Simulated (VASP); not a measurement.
```
MgSb
1.0
    1.89370     1.09333     3.98795
   -1.89370     1.09333     3.98795
    0.00000    -2.18666     3.98795
Mg Sb
1 1
Direct
  0.00000   0.00000   0.00000
  0.50000   0.50000   0.50000
```

Method: PBEsol GGA, VASP's PBE PAW potentials (set 64) (plane waves; VASP 6.6.1). Numerical set-up: 400 eV cut-off, 10×10×10 Γ-centred mesh, first-order Methfessel-Paxton smearing of 0.10 eV, potentials Mg Sb.

Unless said otherwise, spin-orbit coupling is left out, though it shifts the bands of the heavy elements here.

### Question
What does the run give for the energy per atom (σ→0), band gap (on the k-mesh) with the smallest direct gap where there is one?

### Answer

The band gap (on the k-mesh) is none (metal, semimetal or under 0.01 eV) and the energy per atom (σ→0) is -3.347 eV/atom.

The absolute energy has meaning only against runs of the same code, potentials and settings.

The structure comes from a computed database's MgSb entry (R-3m); how it stands against other phases isn't given here. It was relaxed first. The start is the result of an earlier pass. The electron count is odd and the run is not spin-polarised, which forces a metal.
